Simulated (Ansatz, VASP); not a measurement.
**Cross-check of WSeS between VASP and Ansatz**

Aim: how closely do two programs agree when they are given the same cell, functional and k mesh? Of the first pair: The structure shown is the start of the Ansatz relaxation below; VASP solves that cell, so the two are compared at the walk's first step.

Main program and level: Ansatz 0.2.0; plane waves, with VASP 6.6.1 beside it; single point at PBEsol.

### 1. The starting structure

The cell holds 3 atoms: 1 W, 1 S and 1 Se. Cell: a = 3.335 Å, b = 3.240 Å, c = 30.400 Å, α = 90.0°, β = 90.0°, γ = 121.0°. Vacuum lies along c.

### 2. Ansatz: relaxation, PBEsol

Ansatz runs on its PAW soft_1 files.

The two programs are compared at the cell with which this relaxation starts, whose forces are those of its first step.

The input, input.yaml:

```yaml
crystal:
  lattice:
    - [3.3352760672, 0.0, 0.0]
    - [-1.6676380336, 2.777340195, 0.0]
    - [0.0, 0.0, 30.4]
  atoms:
    - { symbol: W, position: [0.332021273, 0.6640425459, 0.3297425331] }
    - { symbol: S, position: [0.6674072848, 0.3348145696, 0.3795963102] }
    - { symbol: Se, position: [0.6672381089, 0.3344762178, 0.2742137882] }
  periodic: [true, true, false]
kpoints:
  mp_grid: { grid: [12, 12, 1] }
hamiltonian:
  xc: pbesol
  pseudopotentials: { kind: paw, azcp: { folder: soft_1 }, xc_functional: pbe }
scf:
  occupations: { method: fixed }
output:
  forces: true
  stress: true
  eigenvalues: true
relax:
  adjacent_minimum: "off"
  f_tol: 0.001
  max_steps: 60
```

Started as:

```sh
$ ansatz run input.yaml --threads 4 --pin off --max-ram 16384MiB --backend cpu --events-out ev --progress --plain --runs-dir out
```

Numbers of over 12 decimals in the logs are rounded to 6 here.

The log of the run:

```text
Warning: output.stress: scf.convergence.dr2_threshold = 1e-9 eV (the default of a walk held to its f_tol) is looser than the 3e-10 eV advised for a printed stress (1e-10 eV for each atom of the cell: 3). What an SCF threshold leaves in a stress goes as its square root, and in the free energy as the threshold itself, and one threshold admits the most on a small cell: [figures from the program's tests cut] Every solve  [...]
Engine: ansatz 0.2.0, aarch64-unknown-linux-gnu
Pseudopotentials: kind: paw
Pseudopotential: W, paw, valence charge 14, recommended cutoff 420 eV (normal), soft_1/W.paw.azcp
Pseudopotential: S, paw, valence charge 6, recommended cutoff 420 eV (normal), soft_1/S.paw.azcp
Pseudopotential: Se, paw, valence charge 16, recommended cutoff 420 eV (normal), soft_1/Se.paw.azcp
Functional definition: PBEsol
  exchange = pbesol_x
  correlation = pbesol_c
Crystal: 3 atoms, lattice volume = 281.601 Å³
Basis set: ecut = 420 eV, 5605 PW (Γ), exchange–correlation on 48×48×432 points (8 copies of the dense FFT grid, shifted against one another)
Bands: 22, of which v1, the nominal top of the filled ones, is band 18 counted from 1 (17 counted from 0)
Symmetry: 2 space group operations
Space group: Cm (ITA 8), of the structure as read, at distance tolerance 6.6e-5 Å
k-points: 43 of 144 (time reversal used)
Non-local potential: W, projectors of the file, l = 0: 3, l = 1: 2, l = 2: 2, l = 3: 1
Non-local potential: S, projectors of the file, l = 0: 2, l = 1: 2, l = 2: 1
Non-local potential: Se, projectors of the file, l = 0: 2, l = 1: 2, l = 2: 3, l = 3: 1
PAW form: soft (Blöchl's): semilocal exchange-correlation on the pseudo side does not see the compensation charge
PAW frozen core: W, regenerated for the run's functional, and the local potential with it (the file was generated under x = pbe(κ = 0.804, μ = 0.219515), c = pbe(β = 0.066725))
PAW frozen core: S, regenerated for the run's functional, and the local potential with it (the file was generated under x = pbe(κ = 0.804, μ = 0.219515), c = pbe(β = 0.066725))
PAW frozen core: Se, regenerated for the run's functional, and the local potential with it (the file was generated under x = pbe(κ = 0.804, μ = 0.219515), c = pbe(β = 0.066725))
PAW one-centre angular grid: W, 590 points (default); XC on 64 Gauss nodes
PAW one-centre angular grid: S, 110 points (default); XC on 64 Gauss nodes
PAW one-centre angular grid: Se, 590 points (default); XC on 64 Gauss nodes
Initial density: superposition of atomic densities (neutral atoms: chi_scale 0, normalization atom)
Initial wavefunctions: pseudopotential atomic-orbital guess
Functional: x = pbesol(κ = 0.804, μ = 0.123457), c = pbesol(β = 0.046)
SCF iter   1: F=—  HF=-16569.217189 eV  |F-HF|=—  |Δ(HF+E_count)|=         —  Δρ=1.80e-2  dr2=1.37e0  ethr=3.10e-3  ⟨swp⟩=7.6  Hψ=5506  notcnv=0  defer=75
preconditioner: auto → Resta (q_TF=auto, 1.936 Å⁻¹)  ε∞=2.2  [insulator: Δε(μ)=1.394 eV  Ē_g=8.685 eV  n_scr=18 (ndim 8)  ℏωp=9.4 eV  f_vac=0.764  ε∞_Penn≈2.2  vacuum switching on, ρ_ref=5.5e-3 e/Å³]
SCF iter   2: F=—  HF=-16568.932052 eV  |F-HF|=—  |Δ(HF+E_count)|=   2.85e-1  Δρ=9.06e-3  dr2=8.99e-1  ethr=3.10e-3  ⟨swp⟩=4.3  Hψ=2066  notcnv=0  defer=83
SCF iter   3: F=—  HF=-16568.933398 eV  |F-HF|=—  |Δ(HF+E_count)|=   1.35e-3  Δρ=6.74e-3  dr2=1.10e0  ethr=2.50e-3  ⟨swp⟩=4.3  Hψ=1701  notcnv=0  defer=76
SCF iter   4: F=—  HF=-16568.826233 eV  |F-HF|=—  |Δ(HF+E_count)|=   1.07e-1  Δρ=2.39e-3  dr2=1.51e-2  ethr=2.50e-3  ⟨swp⟩=3.4  Hψ=1534  notcnv=0  defer=80
SCF iter   5: F=—  HF=-16568.830944 eV  |F-HF|=—  |Δ(HF+E_count)|=   4.71e-3  Δρ=1.47e-3  dr2=7.11e-3  ethr=4.18e-5  ⟨swp⟩=4.3  Hψ=2294  notcnv=0  defer=86
SCF iter   6: F=—  HF=-16568.829685 eV  |F-HF|=—  |Δ(HF+E_count)|=   1.26e-3  Δρ=2.73e-4  dr2=3.23e-4  ethr=1.98e-5  ⟨swp⟩=3.7  Hψ=2066  notcnv=0  defer=86
SCF iter   7: F=—  HF=-16568.829750 eV  |F-HF|=—  |Δ(HF+E_count)|=   6.51e-5  Δρ=1.15e-4  dr2=3.34e-5  ethr=8.98e-7  ⟨swp⟩=3.4  Hψ=1854  notcnv=0  defer=86
[...]
greatest PAW one-centre occupation: 1.000 electrons in one spin orbital (limit 2), on the Se atom at site 2 (counted from 0), in its partial waves of l = 2
relax step   1: F+E_penalty+E_count = -16568.82976790 eV  Δ(F+E_penalty+E_count) = +0.000e0 eV  max|allowed force component| = 1.096e-1 eV/Å  Δτ_max = 0.0000 Å  (11 SCF iters, dr2 threshold 1.00e-7 eV, accepted)
[...]
relax step   2: F+E_penalty+E_count = -16568.82977770 eV  Δ(F+E_penalty+E_count) = -9.801e-6 eV  max|allowed force component| = 1.400e-1 eV/Å  Δτ_max = 0.0129 Å  (6 SCF iters, dr2 threshold 7.51e-7 eV, accepted)
[...]
relax step   3: F+E_penalty+E_count = -16568.83053082 eV  Δ(F+E_penalty+E_count) = -7.531e-4 eV  max|allowed force component| = 6.558e-3 eV/Å  Δτ_max = 0.0067 Å  (5 SCF iters, dr2 threshold 1.22e-6 eV, accepted)
[...]
relax step   4: F+E_penalty+E_count = -16568.83053110 eV  Δ(F+E_penalty+E_count) = -2.790e-7 eV  max|allowed force component| = 6.738e-3 eV/Å  Δτ_max = 0.0000 Å  (6 SCF iters, accepted)
[...]
relax step   5: F+E_penalty+E_count = -16568.83053294 eV  Δ(F+E_penalty+E_count) = -1.843e-6 eV  max|allowed force component| = 1.667e-3 eV/Å  Δτ_max = 0.0002 Å  (5 SCF iters, dr2 threshold 2.84e-9 eV, accepted)
[...]
relax step   6: F+E_penalty+E_count = -16568.83053311 eV  Δ(F+E_penalty+E_count) = -1.642e-7 eV  max|allowed force component| = 2.077e-5 eV/Å  Δτ_max = 0.0001 Å  (4 SCF iters, accepted)
SCF converged after 4 iterations
Free energy (F): -16568.830533 eV
Harris-Foulkes:  -16568.830533 eV  (|F-HF|=1.06e-10)
Internal energy: -16568.830533 eV  (E = F + TS)
E sigma→0 (E₀):  -16568.830533 eV
Fermi energy:    -5.444158 eV
--- Per-component energies (eV) ---
  E_band       = -1145.865614
  E_kinetic    = 638.173980
  E_local      = -81049.446188  (includes V_loc(G=0)·N_el)
  E_nonlocal   = -340.640794
  E_hartree    = 40186.431894
  E_xc         = -438.450452
  E_vxc        = -403.999649  (∫ρ·V_xc dr)
  E_paw        = -11129.543959  (= ΣΔE_a)
  E_vpaw       = -362.817228  (= ΣTr[D̂ρ^β])
  E_aug_tail   = -0.000218  (compensation charges beyond the density's cutoff)
  E_ewald      = 35563.352945
  E_core_change = 1.292259  (= ΣΔE_core)
  E_smearing   = -0.000000  (= −TS)
  E_closure    = 0.000000  (closes the sum)
  Σ components = -16568.830533   (vs F -16568.830533, Δ=0.00e0)
--- Forces (eV/Å), atoms counted from 1 ---
  atom   1  W      0.00000000    -0.00000573    -0.00002172
  atom   2  S      0.00000000     0.00001914     0.00000899
  atom   3  Se     0.00000000    -0.00001397     0.00000990
  max |Σ_I F_I| component: 2.82e-6 eV/Å
--- 2D stress c σ (N/m, compression-positive) ---
       -4.815975       0.000000       0.000000
        0.000000      -1.122487       0.000000
        0.000000       0.000000       0.000000
  P = ½ c Tr σ = -2.9692 N/m
--- Band table (eV; the first three rows and the last of 43) ---
  k-point 0: bands = [... 14 lower, -7.5890, -7.0602, -6.7705, -5.4442, -2.7309, -2.5357, -2.5268, -2.1632]
  k-point 1: bands = [... 14 lower, -7.7900, -7.2285, -6.7303, -5.4905, -2.7413, -2.6952, -2.5183, -2.4886]
  k-point 2: bands = [... 14 lower, -8.2903, -7.5390, -6.8070, -5.7278, -3.1612, -2.9683, -2.7518, -2.0179]
  k-point 42: bands = [... 14 lower, -8.8616, -8.8387, -7.3672, -5.9583, -3.3933, -2.8381, -2.1344, -0.7139]
--- Relaxed structure (6 steps of the walk, 6 accepted, 0 SCFs on fresh bases) ---
  F+E_penalty+E_count = -16568.83053311 eV   max|allowed force component| = 2.077e-5 eV/Å
  cell:  # Å, volume = 281.6012 Å³
    - [3.3352760672, 0.0, 0.0]
    - [-1.6676380336, 2.777340195, 0.0]
    - [0.0, 0.0, 30.4]
  atoms:
    - { symbol: W, position: [0.331581, 0.663161, 0.329743] }
    - { symbol: S, position: [0.667649, 0.335299, 0.379401] }
    - { symbol: Se, position: [0.667437, 0.334873, 0.274409] }
```

In the SCF lines HF is the Harris–Foulkes energy and dr2 the Hartree energy of the density residual, in eV; the loop may stop once dr2 is under the threshold and the program's other checks hold. Hψ counts applications of the Hamiltonian.

### 3. VASP: single point, PBEsol, start cell, pair 1

The same cell, functional and mesh now go to VASP, with its own data sets.

Lines of VASP's logs that name or quote its potential files are left out, and so is its time.

The input, INCAR:

```
SYSTEM = WSeS
PREC = Accurate
ENCUT = 520
EDIFF = 1E-06
NELM = 120
ISMEAR = 0
SIGMA = 0.01
LREAL = .FALSE.
ALGO = Normal
GGA = PS
NBANDS = 15
LASPH = .TRUE.
LORBIT = 11
LWAVE = .FALSE.
LCHARG = .FALSE.
ISIF = 2
LDIPOL = .TRUE.
IDIPOL = 3
DIPOL = 0.5 0.5 0.328
LVHAR = .TRUE.
GGA_COMPAT = .FALSE.
EFERMI = MIDGAP
NELMDL = -8
```

The input, POSCAR:

```
WSeS
1.0
    3.3352760672      0.0000000000      0.0000000000
   -1.6676380336      2.7773401950      0.0000000000
    0.0000000000      0.0000000000     30.4000000000
W S Se
1 1 1
Direct
    0.3320212632      0.6640425265      0.3297425329
    0.6674072916      0.3348145833      0.3795963158
    0.6672380649      0.3344761300      0.2742137829
```

The input, KPOINTS:

```
Automatic mesh
0
Gamma
12 12 1
0 0 0
```

Potentials, in the order of the species: W, S and Se (PBE family, release 64).

Started as:

```sh
$ mpirun -np 1 vasp_std
```

The log of the run:

```text
[banner, memory and clock lines left out]
running    1 mpi-ranks, on    1 nodes
 distrk:  each k-point on    1 cores,    1 groups
 distr:  one band on    1 cores,    1 groups

 POSCAR found type information on POSCAR W S Se
 POSCAR found :  3 types and       3 ions
|                                                                             |
|               ----> ADVICE to this user running VASP <----                  |
|                                                                             |
|     You enforced a specific xc type in the INCAR file but a different       |
|     [... a line on the potential file left out ...]
|     I HOPE YOU KNOW WHAT YOU ARE DOING!                                     |
|                                                                             |

 LDA part: xc-table for (Slater+PW92), standard interpolation
 POSCAR, INCAR and KPOINTS ok, starting setup
 FFT: planning ... GRIDC
 FFT: planning ... GRID_SOFT
 FFT: planning ... GRID
 WAVECAR not read
 entering main loop
       N       E                     dE             d eps       ncg     rms          rms(c)
DAV:   1     0.138393679269E+03    0.13839E+03   -0.56135E+03  1290   0.839E+02
DAV:   2    -0.707537414035E+01   -0.14547E+03   -0.13503E+03  2210   0.157E+02
DAV:   3    -0.251060220720E+02   -0.18031E+02   -0.17896E+02  1850   0.703E+01
DAV:   4    -0.254753590588E+02   -0.36934E+00   -0.36718E+00  1711   0.128E+01
DAV:   5    -0.254837489331E+02   -0.83899E-02   -0.83865E-02  1734   0.180E+00
DAV:   6    -0.254840628367E+02   -0.31390E-03   -0.31389E-03  1830   0.360E-01
DAV:   7    -0.254840754045E+02   -0.12568E-04   -0.12567E-04  1807   0.665E-02
DAV:   8    -0.254840759781E+02   -0.57366E-06   -0.57356E-06  1702   0.140E-02    0.247E+01
DAV:   9    -0.244384186951E+02    0.10457E+01   -0.28792E+00  1991   0.124E+01    0.102E+01
DAV:  10    -0.243010030340E+02    0.13742E+00   -0.11062E+00  1731   0.823E+00    0.554E+00
DAV:  11    -0.242173109586E+02    0.83692E-01   -0.16713E-01  1668   0.356E+00    0.740E-01
DAV:  12    -0.242162469046E+02    0.10641E-02   -0.28847E-02  1836   0.116E+00    0.294E-01
DAV:  13    -0.242149030658E+02    0.13438E-02   -0.47823E-03  1801   0.506E-01    0.154E-01
DAV:  14    -0.242148139036E+02    0.89162E-04   -0.44956E-04  1822   0.157E-01    0.825E-02
[...]
DAV:  20    -0.242152315930E+02   -0.52234E-04   -0.20290E-06  1636   0.733E-03    0.179E-03
DAV:  21    -0.242152503571E+02   -0.18764E-04   -0.57234E-07  1520   0.353E-03    0.261E-03
DAV:  22    -0.242152647222E+02   -0.14365E-04   -0.36504E-07  1498   0.222E-03    0.136E-03
DAV:  23    -0.242152709532E+02   -0.62310E-05   -0.20114E-07  1466   0.142E-03    0.594E-04
DAV:  24    -0.242152742965E+02   -0.33432E-05   -0.72068E-08  1338   0.884E-04    0.338E-04
DAV:  25    -0.242152778040E+02   -0.35076E-05   -0.10610E-07  1261   0.101E-03    0.296E-04
DAV:  26    -0.242152788289E+02   -0.10248E-05   -0.18473E-08  1324   0.565E-04    0.276E-04
DAV:  27    -0.242152791387E+02   -0.30989E-06   -0.35410E-09  1345   0.236E-04
   1 F= -.24215279E+02 E0= -.24215279E+02  d E =0.000000E+00
```

OUTCAR, selected parts (step 3):

```text
ion  position               nearest neighbor table
   1  0.332  0.664  0.330-   2 2.40   2 2.43   2 2.43   3 2.51   3 2.54   3 2.54
   2  0.667  0.335  0.380-   1 2.40   1 2.43   1 2.43
   3  0.667  0.334  0.274-   1 2.51   1 2.54   1 2.54

  LATTYP: Found a base centered orthorhombic cell.
 ALAT       =     3.3352760672
 B/A-ratio  =     1.6654334688
 C/A-ratio  =     9.1146877762

 Subroutine GETGRP returns: Found  2 space group operations
 (whereof  2 operations were pure point group operations)

The static configuration has the point symmetry C_1h.

 Found     43 irreducible k-points:

   k-points           NKPTS =     43   k-points in BZ     NKDIM =     43   number of bands    NBANDS=     15

   dimension x,y,z NGX =    28 NGY =   24 NGZ =  240
   dimension x,y,z NGXF=    56 NGYF=   48 NGZF=  480

   ENCUT  =  520.0 eV  38.22 Ry    6.18 a.u.   6.20  6.02 56.52*2*pi/ulx,y,z

   NELECT =      18.0000    total number of electrons

 k-points in reciprocal lattice and weights: Automatic mesh
   0.00000000  0.00000000  0.00000000       0.007
   0.08333333 -0.00000000  0.00000000       0.028
   0.16666667  0.00000000  0.00000000       0.028
   0.25000000  0.00000000  0.00000000       0.028
   0.33333333  0.00000000  0.00000000       0.028
   0.41666667  0.00000000  0.00000000       0.028
   0.50000000  0.00000000  0.00000000       0.014
   0.00000000  0.08333333  0.00000000       0.014
   0.08333333  0.08333333  0.00000000       0.028
[...]
0.16666667  0.41666667  0.00000000       0.014
   0.00000000  0.50000000  0.00000000       0.007

 dipolmoment           0.000000      0.000000      0.034421 electrons x Angstroem

 average (electrostatic) potential at core
       1 -48.7131       2 -94.7134       3 -61.3460

 E-fermi :  -2.5384

 k-point     1 :       0.0000    0.0000    0.0000
  band No.  band energies     occupation
    ...
      5      -5.9252      2.00000
      6      -5.4107      2.00000
      7      -4.8340      2.00000
      8      -4.5723      2.00000
      9      -3.2931      2.00000
     10      -0.5635      0.00000
     11      -0.3470      0.00000
     12      -0.3259      0.00000
     13       0.0103      0.00000
     14       1.1726      0.00000
    ...

 k-point     2 :       0.0833   -0.0000    0.0000
  band No.  band energies     occupation
    ...
      5      -5.9153      2.00000
      6      -5.6733      2.00000
      7      -4.8139      2.00000
      8      -4.6480      2.00000
      9      -3.3597      2.00000
     10      -0.6947      0.00000
     11      -0.6075      0.00000
     12      -0.2386      0.00000
     13      -0.1099      0.00000
     14       1.4729      0.00000
    ...

 k-point     3 :       0.1667    0.0000    0.0000
  band No.  band energies     occupation
    ...
      5      -6.2671      2.00000
      6      -5.7917      2.00000
      7      -5.0333      2.00000
      8      -4.7217      2.00000
      9      -3.6427      2.00000
     10      -1.1519      0.00000
     11      -0.6168      0.00000
     12      -0.4835      0.00000
     13       0.2593      0.00000
     14       1.9375      0.00000
    ...

  Total       -3.0853969     -0.8877665     -0.4528980      0.0000000      0.0032566      0.0000000
  in kB      -17.5544476     -5.0509710     -2.5767752      0.0000000      0.0185285      0.0000000
  external PRESSURE =      -8.3940646 kB  Pullay stress =       0.0000000 kB

  energy-cutoff  :      520.00
  volume of cell :      281.60
      direct lattice vectors                 reciprocal lattice vectors
     3.335276067  0.000000000  0.000000000     0.299825256  0.180028360  0.000000000
    -1.667638034  2.777340195  0.000000000     0.000000000  0.360056720  0.000000000
     0.000000000  0.000000000 30.400000000     0.000000000  0.000000000  0.032894737

 POSITION                                       TOTAL-FORCE (eV/Angst)
 -----------------------------------------------------------------------------------
     -0.00000      1.84427     10.02417         0.000000     -0.069075      0.014046
      1.66764      0.92989     11.53973         0.000000      0.037428     -0.143386
      1.66764      0.92895      8.33610        -0.000000      0.031647      0.129340
 -----------------------------------------------------------------------------------
    total drift:                                0.000001      0.000124      0.000089

  FREE ENERGIE OF THE ION-ELECTRON SYSTEM (eV)
  ---------------------------------------------------
  free  energy   TOTEN  =       -24.2152791387 eV

  energy  without entropy=      -24.2152791387  energy(sigma->0) =      -24.21527914

 vacuum level on the upper side and lower side of the slab         2.508         1.836

 total charge
# of ion       s       p       d       tot
------------------------------------------
    1        0.542   0.649   4.211   5.402
    2        1.349   2.333   0.000   3.682
    3        1.476   2.345   0.068   3.890
--------------------------------------------------
tot          3.368   5.327   4.280  12.974

[... 3 further parts left out ...]
```

This run has no spin polarisation, so a moment on W, if there is one, isn't seen. The PAW data sets were made with PBE, which is usual practice but a small mismatch for other functionals. The data set W keeps the semicore shell frozen, which is cheaper and a little less accurate.

### 4. Side by side

Known differences besides the potentials themselves: fixed occupations in Ansatz, narrow Gaussian smearing in VASP; Ansatz cuts the interaction across the vacuum, VASP repeats the sheet with a dipole correction; the data sets hold 36 valence electrons in Ansatz (on its PAW soft_1 files) and 18 in VASP; the cutoff is 420 eV in Ansatz and 520 eV in VASP; Ansatz makes its cores anew for this functional, VASP keeps those of its PBE data sets. Total energies have different zeros and are not compared.

Forces (eV/Å; atoms numbered as in POSCAR):

| atom | Ansatz x, y, z | VASP x, y, z |
| --- | --- | --- |
| W1 | 0.000, -0.067, 0.003 | 0.000, -0.069, 0.014 |
| S2 | 0.000, 0.036, -0.110 | 0.000, 0.037, -0.143 |
| Se3 | 0.000, 0.031, 0.106 | 0.000, 0.032, 0.129 |

The forces differ by 14 meV/Å r.m.s., which is 20.0 % of the r.m.s. force of 0.070 eV/Å (both taken over all components). With vacuum in the cell, a pressure given here is an average over mostly empty space and none of the material.

### 5. Other set-ups

Further runs change the set-up of one program: Ansatz's method, potentials or start, or VASP's data sets, cutoff or form of LDA. The table gives that difference for each run.

| run | r.m.s. force difference (meV/Å) |
| --- | --- |
| as above | 14 |
| VASP with the data sets W, S and Se_sv_GW and a cutoff of 620 eV | 30 |

(Part 1 of 2 ends here.)

[Lines on the potential files, build, host, timing and source positions are cut from VASP's logs without a mark.]

[Logs are printed without paths, hosts, clocks, repeated set-up lines and the standing remarks that a program may print on its own settings, such as how far it seeks lower states.]

[Hosts, paths, dates, database ids (printed as entryN), source tags and the programs' standing remarks are cut or masked in the printed files.]
